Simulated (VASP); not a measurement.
A convergence study with VASP on WC (wc): one setting is varied, all else stays as given below, so the limit is that of these other settings.

```
WC
1.0
    1.45500    -2.52013     0.00000
    1.45500     2.52013     0.00000
    0.00000     0.00000     2.84000
W C
1 1
Direct
  0.00000   0.00000   0.00000
  0.33333   0.66667   0.50000
```

These are PBE GGA, VASP's PBE PAW potentials (set 64) (plane waves; VASP) values and carry that method's errors. The tightest run used: 700 eV cut-off, 24×24×21 Γ-centred mesh, tetrahedra with Blöchl corrections, potentials W_sv C.

```json
[
 {"setting": "3×3×3 mesh", "E (eV/atom)": "-11.0336", "pressure (GPa)": "10.71", "irreducible k-points": "6"},
 {"setting": "4×4×4 mesh", "E (eV/atom)": "-11.1892", "pressure (GPa)": "5.86", "irreducible k-points": "12"},
 {"setting": "5×5×4 mesh", "E (eV/atom)": "-11.1997", "pressure (GPa)": "5.75", "irreducible k-points": "15"},
 {"setting": "6×6×5 mesh", "E (eV/atom)": "-11.2189", "pressure (GPa)": "5.44", "irreducible k-points": "21"},
 {"setting": "7×7×6 mesh", "E (eV/atom)": "-11.2186", "pressure (GPa)": "5.50", "irreducible k-points": "32"}
]
```

Question: These are the cheaper rows. Estimate the results at 24×24×21 mesh, and how far the last row shown lies from them.

Answer: 
```
quantity        tightest run  last row shown is off by
--------------  ------------  ------------------------
E (eV/atom)         -11.2239                    0.0053
pressure (GPa)          5.15                      0.35
```

Left out are rungs that failed or repeat a setting and relaxations that didn't move; long series are thinned to 24 rows.

The compound is WC in the wc structure. The cell was not relaxed at this level.
